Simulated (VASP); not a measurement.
Output of a VASP run:

**OSZICAR**
```
...
DAV:   4    -0.840663378154E+02    0.11207E-03   -0.20622E-03  1512   0.257E-01    0.368E-02
DAV:   5    -0.840663222616E+02    0.15554E-04   -0.29342E-04  1208   0.103E-01    0.176E-02
DAV:   6    -0.840663236463E+02   -0.13847E-05   -0.13254E-05   936   0.244E-02
   3 F= -.84066324E+02 E0= -.84064809E+02  d E =-.245352E+00
       N       E                     dE             d eps       ncg     rms          rms(c)
DAV:   1    -0.840663565441E+02   -0.34282E-04   -0.42805E-02  1232   0.135E+00    0.680E-02
DAV:   2    -0.840664442620E+02   -0.87718E-04   -0.98435E-04  1520   0.183E-01    0.480E-02
DAV:   3    -0.840664490439E+02   -0.47819E-05   -0.99644E-05  1344   0.561E-02    0.181E-02
DAV:   4    -0.840664503893E+02   -0.13453E-05   -0.40833E-05  1056   0.380E-02
   4 F= -.84066450E+02 E0= -.84064950E+02  d E =-.245479E+00
       N       E                     dE             d eps       ncg     rms          rms(c)
DAV:   1    -0.840712636319E+02   -0.48146E-02   -0.43354E+00  1200   0.132E+01    0.327E-01
DAV:   2    -0.840781959454E+02   -0.69323E-02   -0.92755E-02  1440   0.195E+00    0.178E-01
DAV:   3    -0.840781251082E+02    0.70837E-04   -0.39131E-03  1896   0.299E-01    0.949E-02
DAV:   4    -0.840780514633E+02    0.73645E-04   -0.51965E-04  1512   0.125E-01    0.384E-02
DAV:   5    -0.840780475521E+02    0.39112E-05   -0.17723E-04  1176   0.793E-02    0.138E-02
DAV:   6    -0.840780493525E+02   -0.18004E-05   -0.29947E-05  1048   0.351E-02
   5 F= -.84078049E+02 E0= -.84076840E+02  d E =-.115990E-01
       N       E                     dE             d eps       ncg     rms          rms(c)
DAV:   1    -0.840773775910E+02    0.66996E-03   -0.18578E+00  1200   0.866E+00    0.227E-01
DAV:   2    -0.840802991364E+02   -0.29215E-02   -0.39671E-02  1448   0.128E+00    0.134E-01
DAV:   3    -0.840802678695E+02    0.31267E-04   -0.16087E-03  1888   0.193E-01    0.714E-02
DAV:   4    -0.840802442724E+02    0.23597E-04   -0.20530E-04  1312   0.776E-02    0.246E-02
DAV:   5    -0.840802509577E+02   -0.66854E-05   -0.58958E-05  1136   0.467E-02
   6 F= -.84080251E+02 E0= -.84079422E+02  d E =-.138006E-01
       N       E                     dE             d eps       ncg     rms          rms(c)
DAV:   1    -0.840807760186E+02   -0.53175E-03   -0.28214E-01  1200   0.338E+00    0.122E-01
DAV:   2    -0.840812024172E+02   -0.42640E-03   -0.49942E-03  1384   0.444E-01    0.765E-02
DAV:   3    -0.840811942026E+02    0.82146E-05   -0.30686E-04  1760   0.876E-02    0.377E-02
DAV:   4    -0.840812023932E+02   -0.81906E-05   -0.10272E-04  1296   0.576E-02    0.138E-02
DAV:   5    -0.840812057838E+02   -0.33906E-05   -0.25916E-05   960   0.308E-02
   7 F= -.84081206E+02 E0= -.84080399E+02  d E =-.954826E-03
       N       E                     dE             d eps       ncg     rms          rms(c)
DAV:   1    -0.840792593126E+02    0.19431E-02   -0.20805E+00  1200   0.918E+00    0.336E-01
DAV:   2    -0.840823994735E+02   -0.31402E-02   -0.36744E-02  1360   0.120E+00    0.207E-01
DAV:   3    -0.840822979838E+02    0.10149E-03   -0.21957E-03  1752   0.235E-01    0.101E-01
DAV:   4    -0.840822989626E+02   -0.97881E-06   -0.69346E-04  1552   0.149E-01    0.373E-02
DAV:   5    -0.840822958867E+02    0.30758E-05   -0.18286E-04  1208   0.778E-02    0.145E-02
DAV:   6    -0.840822928373E+02    0.30494E-05   -0.21809E-05  1008   0.281E-02
   8 F= -.84082293E+02 E0= -.84081511E+02  d E =-.204188E-02
```

File OUTCAR:
```
------------------------ aborting loop because EDIFF is reached ----------------------------------------
  FORCE on cell =-STRESS in cart. coord.  units (eV):
  Direction    XX          YY          ZZ          XY          YZ          ZX
  --------------------------------------------------------------------------------------
  Total       -4.8746931     -4.8746931     -0.5508022      0.0000000      0.0000000     -0.0000000
  in kB      -31.3518085    -31.3518085     -3.5425091      0.0000000      0.0000000     -0.0000000
  external PRESSURE =     -22.0820420 kB  Pullay stress =       0.0000000 kB
  volume of cell :      249.11
      direct lattice vectors                 reciprocal lattice vectors
     3.220200659  0.000000000  0.000000000     0.310539654  0.000000000  0.000000000
     0.000000000  3.220200659  0.000000000     0.000000000  0.310539654  0.000000000
     0.000000000  0.000000000 24.023118970     0.000000000  0.000000000  0.041626568
 POSITION                                       TOTAL-FORCE (eV/Angst)
 -----------------------------------------------------------------------------------
      0.00000      1.61010      8.70489         0.000000     -0.000000     -0.021876
      1.61010      0.00000     10.90647        -0.000000     -0.000000     -0.012894
      0.00000      1.61010     13.11664         0.000000      0.000000      0.012894
      1.61010      0.00000     15.31823         0.000000     -0.000000      0.021876
      0.00000      1.61010     10.83441         0.000000     -0.000000      0.023293
      1.61010      0.00000      8.55561        -0.000000     -0.000000      0.022913
      3.22020      1.61010     15.46751         0.000000     -0.000000     -0.022913
      1.61010      0.00000     13.18871         0.000000     -0.000000     -0.023293
 -----------------------------------------------------------------------------------
    total drift:                                0.000000      0.000000     -0.000000
  FREE ENERGIE OF THE ION-ELECTRON SYSTEM (eV)
  ---------------------------------------------------
  free  energy   TOTEN  =       -84.0822928373 eV

  energy  without entropy=      -84.0799471518  energy(sigma->0) =      -84.08151094

 reached required accuracy - stopping structural energy minimisation
```
(Selected blocks of OUTCAR.)

POSCAR:
```
ZrN(100) slab
1
    3.2202006589    -0.0000000000    -0.0000000000
   -0.0000000000     3.2202006589     0.0000000000
    0.0000000000     0.0000000000    24.0231189703
Zr N
4 4
Direct
  0.0000000000   0.5000000000   0.3578230000
  0.5000000000   0.0000000000   0.4526080000
  0.0000000000   0.5000000000   0.5473920000
  0.5000000000   0.0000000000   0.6421770000
  0.0000000000   0.5000000000   0.4526080000
  0.5000000000   0.0000000000   0.3578230000
  0.0000000000   0.5000000000   0.6421770000
  0.5000000000   0.0000000000   0.5473920000
```

### Question
Write an INCAR and KPOINTS that could have produced this output.

### Answer
Several could match; the one computed here: the input of the run itself, PBEsol GGA, plane waves, VASP's PBE PAW potentials (set 64).

**INCAR**
```
! general
SYSTEM   =  ZrN(100) slab
PREC     =  Normal
ENCUT    =  450
LREAL    =  .FALSE.
LASPH    =  .TRUE.

! electronic loop
EDIFF    =  1E-5
NELM     =  100
NELMIN   =  4
ALGO     =  Normal
LMAXMIX  =  4

! smearing
ISMEAR   =  1
SIGMA    =  0.1

! functional
GGA      =  PS

! ions
IBRION   =  2
NSW      =  50
ISIF     =  2
EDIFFG   =  -0.03

! output
LWAVE    =  .TRUE.
LCHARG   =  .FALSE.

! other
LDIPOL   =  .TRUE.
IDIPOL   =  3
DIPOL    =  0.5 0.5 0.5
```

### KPOINTS
```
Automatic mesh
0
Gamma
9 9 1
0 0 0
```

POTCAR, in this order: Zr_sv N (PBE.64 set). Program: vasp_std.

At this cut-off the stress carries a Pulay error, which pulls relaxed volumes low.

The cell is a thin slab with vacuum, built from ZrN (rock salt): (100) face.
